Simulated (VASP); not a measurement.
ScIn3N2:

```
Sc In N
1.0
     4.40000    0.00000    0.00000
     0.00000    4.40000    0.00000
     0.00000    0.00000    5.70000
Sc In N
1 3 2
Cartesian
  0.0000 0.0000 0.0000
  2.2000 2.2000 0.0000
  0.0000 2.2000 2.8500
  2.2000 0.0000 2.8500
  0.0000 2.2000 0.0000
  2.2000 0.0000 0.0000
```

The cell was built by a generator and needn't be a form met in nature.

* Program: VASP 6.6.1
* Task: relaxation of cell and atoms
* Functional: PBE
* Potentials or basis: VASP PAW PBE potentials, release 64 (Sc_sv, In_d, N)
* Cutoff: 520 eV
* k mesh: 3 × 3 × 3
* Occupations: gaussian, width 0.15 eV
* Spin: no spin polarisation

At the start: pressure 2.7 GPa; volume 18.39 Å³/atom.

Problem. How do energy, volume and symmetry change on relaxing?

Solution. Over 6 steps the energy falls by 15.2 meV/atom; space group P4/mmm (No. 123, to 0.05 Å).

The path:
| step | energy change (eV) | largest force (eV/Å) | pressure (GPa) | volume (Å³) |
| --- | --- | --- | --- | --- |
| 1 | 0.0000 | 0.0000 | 2.75 | 110.35 |
| 2 | -0.0440 | 0.0000 | -3.02 | 115.42 |
| 3 | -0.0606 | 0.0000 | -1.06 | 113.68 |
| 4 | -0.0785 | 0.0000 | -0.97 | 112.46 |
| 5 | -0.0846 | 0.0000 | 0.13 | 108.86 |
| 6 | -0.0914 | 0.0000 | -0.29 | 110.40 |

Final structure:
```
Sc In N
1.0
     4.49339    0.00000    0.00000
     0.00000    4.49339    0.00000
     0.00000    0.00000    5.46770
Sc In N
1 3 2
Direct
  0.00000 0.00000 0.00000
  0.50000 0.50000 0.00000
  0.00000 0.50000 0.50000
  0.50000 0.00000 0.50000
  0.00000 0.50000 0.00000
  0.50000 0.00000 0.00000
```

Caveat: the k mesh is coarse (spacing up to 0.48 Å⁻¹), so the values aren't converged.
